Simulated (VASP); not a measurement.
# Be2ZnN2 (I4/mmm) in VASP: electric field gradients with PBE

Aim: the electric field gradients of Be2ZnN2 with PBE.

Everything below comes from runs of VASP 6.6.1. Logs are shortened: lines on timing, memory, paths and dates and some standing lists are left out, and cuts for length are marked.

## 1. The crystal as given

It takes space group I4/mmm (No. 139, tetragonal). Conventional cell: a = 2.728 Å, b = 2.728 Å, c = 11.495 Å, α = 90.00°, β = 90.00°, γ = 90.00°. Around Be (site symmetry 4mm) lie 5 N at 1.72 to 1.96 Å. Zn (site symmetry 4/mmm) is surrounded by 2 N at 1.85 Å. N (site symmetry 4mm) has 5 Be at 1.72 to 1.96 Å and 1 Zn at 1.85 Å as nearest neighbours.

The cell comes from a database or a generator and needn't be the stable form of this composition.

## 2. Electric field gradients, PBE

The input, INCAR:

```
ALGO = Fast
EDIFF = 1E-8
ENCUT = 520
GGA = PE
ISIF = 2
ISMEAR = -1
LASPH = T
LCHARG = F
LEFG = T
LREAL = F
LWAVE = F
NBANDS = 21
NELM = 100
PREC = Accurate
SIGMA = 0.15
```

The input, KPOINTS:

```
k-points
0
Gamma
  18 18 18
```

The input, POSCAR:

```
Be2ZnN2
1.0
   -1.3641448681      1.3641448681      5.7476838448
    1.3641448681     -1.3641448681      5.7476838448
    1.3641448681      1.3641448681     -5.7476838448
Be Zn N
2 1 2
Direct
    0.3102066915      0.3102066915      0.0000000000
    0.6897933085      0.6897933085      0.0000000000
    0.0000000000      0.0000000000      0.0000000000
    0.1607688933      0.1607688933      0.0000000000
    0.8392311067      0.8392311067      0.0000000000
```

Potentials or basis: VASP PAW PBE potentials, release 64 (Be, Zn, N).

Run with:

```bash
$ cat potpaw_PBE.64/Be/POTCAR potpaw_PBE.64/Zn/POTCAR potpaw_PBE.64/N/POTCAR > POTCAR
$ mpirun -np 1 vasp_std > vasp.out
```

OUTCAR:

```text
EDIFF = 1E-8
   ENCUT = 520
   GGA = PE
   ISIF = 2
   ISMEAR = -1
   LASPH = T
   LREAL = F
   NELM = 100
   PREC = Accurate

 ion  position               nearest neighbor table
   1  0.310  0.310  0.000-   4 1.72   5 1.96   5 1.96   5 1.96   5 1.96   2 2.37   2 2.37   2 2.37
                             2 2.37
   2  0.690  0.690  0.000-   5 1.72   4 1.96   4 1.96   4 1.96   4 1.96   1 2.37   1 2.37   1 2.37
                             1 2.37
   3  0.000  0.000  0.000-   4 1.85   5 1.85
   4  0.161  0.161  0.000-   1 1.72   3 1.85   2 1.96   2 1.96   2 1.96   2 1.96
   5  0.839  0.839  0.000-   2 1.72   3 1.85   1 1.96   1 1.96   1 1.96   1 1.96

  LATTYP: Found a body centered tetragonal cell.
 ALAT       =     2.7282897362
 C/A-ratio  =     4.2133969633

  Lattice vectors:

 A1 = (  -1.3641448681,   1.3641448681,   5.7476838448)
 A2 = (   1.3641448681,  -1.3641448681,   5.7476838448)
 A3 = (   1.3641448681,   1.3641448681,  -5.7476838448)

Analysis of symmetry for initial positions (statically):
=====================================================================
 Subroutine PRICEL returns:
 Original cell was already a primitive cell.

 Routine SETGRP: Setting up the symmetry group for a
 body centered tetragonal supercell.

 Subroutine GETGRP returns: Found 16 space group operations
 (whereof 16 operations were pure point group operations)
 out of a pool of 16 trial point group operations.

The static configuration has the point symmetry D_4h.

Analysis of symmetry for dynamics (positions and initial velocities):
=====================================================================
 Subroutine PRICEL returns:
 Original cell was already a primitive cell.

 Routine SETGRP: Setting up the symmetry group for a
 body centered tetragonal supercell.

 Subroutine GETGRP returns: Found 16 space group operations
 (whereof 16 operations were pure point group operations)
 out of a pool of 16 trial point group operations.

The dynamic configuration has the point symmetry D_4h.

 Subroutine INISYM returns: Found 16 space group operations
 (whereof 16 operations are pure point group operations),
 and found     1 'primitive' translations

----------------------------------------------------------------------------------------

                                     Primitive cell

  volume of cell :      42.7833

  direct lattice vectors                    reciprocal lattice vectors
    -1.364144868  1.364144868  5.747683845     0.000000000  0.366529986  0.086991563
     1.364144868 -1.364144868  5.747683845     0.366529986  0.000000000  0.086991563
     1.364144868  1.364144868 -5.747683845     0.366529986  0.366529986  0.000000000

  length of vectors
     6.062808922  6.062808922  6.062808922     0.376711777  0.376711777  0.518351678

  position of ions in fractional coordinates (direct lattice)
     0.310206691  0.310206691  0.000000000
     0.689793309  0.689793309  0.000000000
     0.000000000  0.000000000  0.000000000
     0.160768893  0.160768893  0.000000000
     0.839231107  0.839231107  0.000000000

  ion indices of the primitive-cell ions
   primitive index   ion index
                 1           1
                 2           2
                 3           3
                 4           4
                 5           5

----------------------------------------------------------------------------------------

 KPOINTS: k-points

Automatic generation of k-mesh.
 Grid dimensions read from file:
 generate k-points for:   18   18   18

 Generating k-lattice:

  Cartesian coordinates                     Fractional coordinates (reciprocal lattice)
     0.000000000  0.020362777  0.004832865     0.055555556  0.000000000 -0.000000000
     0.020362777  0.000000000  0.004832865     0.000000000  0.055555556 -0.000000000
     0.020362777  0.020362777  0.000000000     0.000000000  0.000000000  0.055555556

  Length of vectors
     0.020928432  0.020928432  0.028797315
[... 49 lines left out ...]
   LNONCOLLINEAR =      F non collinear calculations
   LSORBIT =      F    spin-orbit coupling
   LASPH  =      T    aspherical Exc in radial PAW
   ENCUT  =  520.0 eV  38.22 Ry    6.18 a.u.  11.27 11.27 11.27*2*pi/ulx,y,z
   NELM   =    100;   NELMIN=  2; NELMDL= -5     # of ELM steps
   EDIFF  = 0.1E-07   stopping-criterion for ELM
   LREAL  =      F    real-space projection
   EDIFFG = 0.1E-06   stopping-criterion for IOM
   NSW    =      0    number of steps for IOM
   IBRION =     -1    ionic relax: 0-MD 1-quasi-New 2-CG
   NFREE  =      0    steps in history (QN), initial steepest desc. (CG)
   ISIF   =      2    stress and relaxation
   ISYM   =      2    0-nonsym 1-usesym 2-fastsym
   POTIM  = 0.5000    time-step for ionic-motion
   TEBEG  =    0.0;   TEEND  =   0.0 temperature during run
   PSTRESS=    0.0 pullay stress
   NELECT =      26.0000    total number of electrons
   NUPDOWN=      -1.0000    fix difference up-down
   EMIN   =  10.00;   EMAX   =-10.00  energy-range for DOS
   EFERMI =   0.00;   METHOD = LEGACY
   ISMEAR =    -1;   SIGMA  =   0.15  broadening in eV -4-tet -1-fermi 0-gaus
   EFERMI_NEDOS =   21; number of points for ismear=-14 and -15
   IALGO  =     68    algorithm
   IMIX   =      4    mixing-type and parameters
     AMIX     =   0.40;   BMIX     =  1.00
     AMIX_MAG =   1.60;   BMIX_MAG =  1.00
  volume/ion in A,a.u.               =       8.56        57.74
  Fermi-wavevector in a.u.,A,eV,Ry     =   1.386675  2.620436 26.162199  1.922867
  Thomas-Fermi vector in A             =   2.510968
   LORBIT       =      0    0 simple, 1 ext, 2 COOP (PROOUT), +10 PAW based schemes
   GGA     = PE    functional components
   LHFCALC =     F    Hartree Fock is set to
   AEXX    =    0.0000 exact exchange contribution
   IVDW    =     0    specifies the selected vdW correction
   LEPSILON=     F    determine dielectric tensor
   LRPA    =     F    only Hartree local field effects (RPA)
 non-spin polarized calculation
 RMM-DIIS sequential band-by-band and
  energy-cutoff  :      520.00
  volume of cell :       42.78
 maximum number of plane-waves:      1168
 NGX is ok and might be reduce to    48
   NGX = 23   NGY = 23   NGZ = 23

 number of electron      25.9999997 magnetization

 Free energy of the ion-electron system (eV)
  ---------------------------------------------------
  ext. energy  EPLUGINS =         0.00000000
  ---------------------------------------------------
  free energy    TOTEN  =       -26.11589758 eV

  energy without entropy =      -26.04885713  energy(sigma->0) =      -26.08237735

 E-fermi :   5.7349     XC(G=0): -11.5393

 val. band max:        5.7322542881   @ k =  -0.1667  -0.4444   0.1667
 cond. band min:       5.7361751617   @ k =  -0.3333   0.3889   0.2778
 fundamental gap:      0.0039208737
 Fermi energy:         5.7349410203

 k-point     1 :       0.0000    0.0000    0.0000
  band No.  band energies     occupation
      1     -11.4571      2.00000
      2      -9.2643      2.00000
      3      -3.7400      2.00000
      4      -3.0031      2.00000
      5      -2.9766      2.00000
      6      -2.2161      2.00000
[... 565 lines left out ...]
     20      17.2040      0.00000
     21      17.4155      0.00000

 [... further k-points ...]

------------------------ aborting loop because EDIFF is reached ----------------------------------------

  FORCE on cell =-STRESS in cart. coord.  units (eV):
  Direction    XX          YY          ZZ          XY          YZ          ZX
  --------------------------------------------------------------------------------------
  -------------------------------------------------------------------------------------
  Total        0.0486125      0.0486125      0.4696691      0.0000000     -0.0000000      0.0000000
  in kB        1.8204765      1.8204765     17.5884981      0.0000000     -0.0000000      0.0000000
  external PRESSURE =       7.0764837 kB  Pullay stress =       0.0000000 kB

 VOLUME and BASIS-vectors are now :
 -----------------------------------------------------------------------------
  energy-cutoff  :      520.00
  volume of cell :       42.78
      direct lattice vectors                 reciprocal lattice vectors
    -1.364144868  1.364144868  5.747683845     0.000000000  0.366529986  0.086991563
     1.364144868 -1.364144868  5.747683845     0.366529986  0.000000000  0.086991563
     1.364144868  1.364144868 -5.747683845     0.366529986  0.366529986  0.000000000

 POSITION                                       TOTAL-FORCE (eV/Angst)
 -----------------------------------------------------------------------------------
      0.00000      0.00000      3.56594         0.000000      0.000000      0.013750
      0.00000      0.00000      7.92943         0.000000      0.000000     -0.013750
      0.00000      0.00000      0.00000         0.000000      0.000000     -0.000000
      0.00000      0.00000      1.84810         0.000000      0.000000      0.091814
      0.00000      0.00000      9.64727        -0.000000     -0.000000     -0.091814
 -----------------------------------------------------------------------------------
    total drift:                               -0.000000     -0.000000     -0.000000

  FREE ENERGIE OF THE ION-ELECTRON SYSTEM (eV)
  ---------------------------------------------------
  free  energy   TOTEN  =       -26.1158975757 eV

  energy  without entropy=      -26.0488571323  energy(sigma->0) =      -26.08237735

 Electric field gradients (V/A^2)
---------------------------------------------------------------------
 ion       V_xx      V_yy      V_zz      V_xy      V_xz      V_yz
---------------------------------------------------------------------
   1      -0.709    -0.709     1.417    -0.000    -0.000    -0.000
   2      -0.709    -0.709     1.417    -0.000    -0.000    -0.000
   3      97.861    97.861  -195.721    -0.001    -0.001    -0.001
   4     -18.740   -18.740    37.481     0.001     0.001     0.001
   5     -18.740   -18.740    37.481     0.001     0.001     0.001
---------------------------------------------------------------------

 Electric field gradients after diagonalization (V/A^2)
 (convention: |V_zz| > |V_xx| > |V_yy|)
----------------------------------------------------------------------
 ion       V_xx      V_yy      V_zz     asymmetry (V_yy - V_xx)/ V_zz
----------------------------------------------------------------------
   1      -0.709    -0.709     1.417       0.000
   2      -0.709    -0.709     1.417       0.000
   3      97.861    97.860  -195.721       0.000
   4     -18.741   -18.739    37.481       0.000
   5     -18.741   -18.739    37.481       0.000
----------------------------------------------------------------------

           NMR quadrupolar parameters

 Cq : quadrupolar parameter    Cq=e*Q*V_zz/h
 eta: asymmetry parameters     (V_yy - V_xx)/ V_zz
 Q  : nuclear electric quadrupole moment in mb (millibarn)
----------------------------------------------------------------------
 ion       Cq(MHz)       eta       Q (mb)
----------------------------------------------------------------------
   1       0.003       0.000       1.000
   2       0.003       0.000       1.000
   3      -0.473       0.000       1.000
   4       0.091       0.000       1.000
   5       0.091       0.000       1.000
----------------------------------------------------------------------
```

It took 17 min on 1 thread of Intel Xeon 6975P-C (Granite Rapids), shared host; peak memory 0.67 GiB.

Results:

| Item | Value |
| --- | --- |
| Free energy | -26.1159 eV |
| Pressure | 0.7 GPa |
| Largest force | 0.092 eV/Å |
| Band gap on the k mesh | none (metal or under the smearing width) |

Forces in eV/Å, atoms in the order of the input:
```
Be   0.000  0.000  0.014
Be   0.000  0.000 -0.014
Zn   0.000  0.000  0.000
N    0.000  0.000  0.092
N    0.000  0.000 -0.092
```

Electric field gradients, principal values (V/Å²):
| atom | Vxx | Vyy | Vzz |
| --- | --- | --- | --- |
| 1 Be | -0.709 | -0.709 | 1.417 |
| 2 Be | -0.709 | -0.709 | 1.417 |
| 3 Zn | 97.860 | 97.861 | -195.721 |
| 4 N | -18.739 | -18.741 | 37.481 |
| 5 N | -18.739 | -18.741 | 37.481 |
